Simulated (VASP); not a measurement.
Output of a VASP run:

OSZICAR:
```
...
DAV:   7    -0.806260101685E+01   -0.27365E-05   -0.27927E-06   898   0.120E-02    0.272E-03
DAV:   8    -0.806260108441E+01   -0.67563E-07   -0.18260E-07   488   0.324E-03
   9 F= -.80626011E+01 E0= -.80626011E+01  d E =-.961677E-03
       N       E                     dE             d eps       ncg     rms          rms(c)
DAV:   1    -0.806537791791E+01   -0.27769E-02   -0.68110E-01   936   0.501E+00    0.528E-01
DAV:   2    -0.806497559878E+01    0.40232E-03   -0.29404E-02  1190   0.125E+00    0.200E-01
DAV:   3    -0.806378902609E+01    0.11866E-02   -0.79795E-04  1024   0.208E-01    0.114E-01
DAV:   4    -0.806335543915E+01    0.43359E-03   -0.11959E-03  1008   0.222E-01    0.276E-02
DAV:   5    -0.806336135605E+01   -0.59169E-05   -0.85272E-05   968   0.696E-02    0.243E-02
DAV:   6    -0.806336216646E+01   -0.81040E-06   -0.69368E-06  1040   0.178E-02
  10 F= -.80633622E+01 E0= -.80633622E+01  d E =-.172276E-02
       N       E                     dE             d eps       ncg     rms          rms(c)
DAV:   1    -0.806343156085E+01   -0.70205E-04   -0.12593E-03   938   0.217E-01    0.192E-02
DAV:   2    -0.806342507310E+01    0.64878E-05   -0.41589E-05  1020   0.487E-02    0.106E-02
DAV:   3    -0.806342075407E+01    0.43190E-05   -0.44351E-06  1006   0.146E-02    0.401E-03
DAV:   4    -0.806342052956E+01    0.22451E-06   -0.80983E-07   492   0.644E-03
  11 F= -.80634205E+01 E0= -.80634205E+01  d E =-.583631E-04
       N       E                     dE             d eps       ncg     rms          rms(c)
DAV:   1    -0.806369016453E+01   -0.26941E-03   -0.11467E-02   936   0.655E-01    0.589E-02
DAV:   2    -0.806362732195E+01    0.62843E-04   -0.38076E-04  1026   0.148E-01    0.318E-02
DAV:   3    -0.806358483845E+01    0.42484E-04   -0.44803E-05  1000   0.464E-02    0.126E-02
DAV:   4    -0.806358252531E+01    0.23131E-05   -0.87982E-06  1014   0.196E-02    0.769E-03
DAV:   5    -0.806358287152E+01   -0.34621E-06   -0.97480E-07   492   0.692E-03
  12 F= -.80635829E+01 E0= -.80635829E+01  d E =-.220705E-03
       N       E                     dE             d eps       ncg     rms          rms(c)
DAV:   1    -0.806429802220E+01   -0.71550E-03   -0.45848E-02   936   0.131E+00    0.118E-01
DAV:   2    -0.806404750784E+01    0.25051E-03   -0.15170E-03  1026   0.295E-01    0.635E-02
DAV:   3    -0.806387802940E+01    0.16948E-03   -0.17938E-04  1000   0.927E-02    0.251E-02
DAV:   4    -0.806386816476E+01    0.98646E-05   -0.34733E-05  1056   0.389E-02    0.153E-02
DAV:   5    -0.806386888696E+01   -0.72220E-06   -0.45916E-06   970   0.139E-02
  13 F= -.80638689E+01 E0= -.80638689E+01  d E =-.506720E-03
       N       E                     dE             d eps       ncg     rms          rms(c)
DAV:   1    -0.806600519216E+01   -0.21370E-02   -0.18318E-01   936   0.262E+00    0.236E-01
DAV:   2    -0.806500089673E+01    0.10043E-02   -0.60670E-03  1024   0.590E-01    0.127E-01
DAV:   3    -0.806432239653E+01    0.67850E-03   -0.71370E-04  1000   0.185E-01    0.505E-02
DAV:   4    -0.806428060271E+01    0.41794E-04   -0.14033E-04  1056   0.782E-02    0.308E-02
DAV:   5    -0.806428216532E+01   -0.15626E-05   -0.18523E-05  1004   0.279E-02    0.857E-03
DAV:   6    -0.806428329359E+01   -0.11283E-05   -0.37081E-06   954   0.140E-02    0.348E-03
DAV:   7    -0.806428326568E+01    0.27910E-07   -0.20679E-07   480   0.338E-03
  14 F= -.80642833E+01 E0= -.80642833E+01  d E =-.921099E-03
```

OUTCAR:
```
------------------------ aborting loop because EDIFF is reached ----------------------------------------
  FORCE on cell =-STRESS in cart. coord.  units (eV):
  Direction    XX          YY          ZZ          XY          YZ          ZX
  --------------------------------------------------------------------------------------
  Total        0.0540607     -0.0088957     -0.0111351      0.0000000      0.0000000      0.0000000
  in kB        0.8190228     -0.1347707     -0.1686978      0.0000000      0.0000000      0.0000000
  external PRESSURE =       0.1718514 kB  Pullay stress =       0.0000000 kB
  volume of cell :      105.75
      direct lattice vectors                 reciprocal lattice vectors
     3.368369657 -1.957279874  0.000000000     0.148439765 -0.255456568  0.000000000
     3.368369657  1.957279874  0.000000000     0.148439765  0.255456568 -0.000000000
     0.000000000  0.000000000  8.020353378     0.000000000  0.000000000  0.124682786
 POSITION                                       TOTAL-FORCE (eV/Angst)
 -----------------------------------------------------------------------------------
      3.36837     -1.46532      4.89189         0.000000     -0.000329      0.015470
      3.36837      1.46532      3.12846         0.000000      0.000329     -0.015470
      3.36837     -0.49196      0.88171         0.000000      0.000329      0.015470
      3.36837      0.49196      7.13864         0.000000     -0.000329     -0.015470
 -----------------------------------------------------------------------------------
    total drift:                                0.000000      0.000000     -0.000000
  FREE ENERGIE OF THE ION-ELECTRON SYSTEM (eV)
  ---------------------------------------------------
  free  energy   TOTEN  =        -8.0642832657 eV

  energy  without entropy=       -8.0642832657  energy(sigma->0) =       -8.06428327

 reached required accuracy - stopping structural energy minimisation
```
(Selected blocks of OUTCAR.)

**POSCAR**
```
Cl
1
    3.3015328000    -1.9931273047     0.0000000000
    3.3015328000     1.9931273047    -0.0000000000
    0.0000000000    -0.0000000000     8.0084489197
Cl
4
Direct
  0.8807411188   0.1192588812   0.6110735378
  0.1192588812   0.8807411188   0.3889264622
  0.6192588812   0.3807411188   0.1110735378
  0.3807411188   0.6192588812   0.8889264622
```

**Question.** Reconstruct the remaining input files.

**Answer.** One answer among several that fit: the input of the run itself, PBEsol GGA, plane waves, VASP's PBE PAW potentials (set 64).

INCAR:
```
# general
SYSTEM  =  Cl
PREC    =  Accurate
ENCUT   =  400
LREAL   =  .False.
LASPH   =  .True.

# electronic loop
EDIFF   =  1E-6
NELM    =  100
ALGO    =  Normal

# smearing
ISMEAR  =  0
SIGMA   =  0.05

# functional
GGA     =  PS

# ions
IBRION  =  2
NSW     =  60
ISIF    =  3
EDIFFG  =  -0.02

# output
LWAVE   =  .False.
LCHARG  =  .False.
```

KPOINTS:
```
Automatic mesh
0
Gamma
6 6 3
0 0 0
```

POTCAR, in this order: Cl (PBE.64 set). Program: vasp_std.

The structure comes from a computed database's Cl entry (Cmce); how it stands against other phases isn't given here. This run relaxes it. Symmetry was kept, so distortions that lower it aren't found. The start is the result of an earlier pass.
